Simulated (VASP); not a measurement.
HfC (rock salt): the lattice constant a from VASP (plane waves, PAW) at several levels of theory. Static lattice. The measured value holds thermal and zero-point effects that the static calculation lacks.

```csv
level,lattice constant a (Å),error against measurement
revPBE,4.666,+0.6 %
PW91,4.652,+0.3 %
PBE-D3 (zero damping),4.620,-0.4 %
optB86b-vdW,4.631,-0.1 %
vdW-DF2,4.726,+1.9 %
vdW-DF-cx,4.619,-0.4 %
TPSS,4.641,+0.1 %
```

Measured: 4.638 Å (as given by Guo-Xu Zhang et al., New Journal of Physics (2018), doi:10.1088/1367-2630/aac7f0).

The cell of the revPBE run:

```xyz
2
Lattice="0.0000 2.3331 2.3331 2.3331 0.0000 2.3331 2.3331 2.3331 0.0000" Properties=species:S:1:pos:R:3 pbc="T T T"
Hf     0.0000     0.0000     0.0000
C      2.3331     2.3331     2.3331
```

Only levels that ran to the end are used. Left out are those held back, those with too coarse a band path, GW runs whose mesh misses a band edge, hybrids' fits of cells that aren't cubic and levels without matching references; a question may draw on a part of the rest.

The compound is HfC in the rock salt structure.
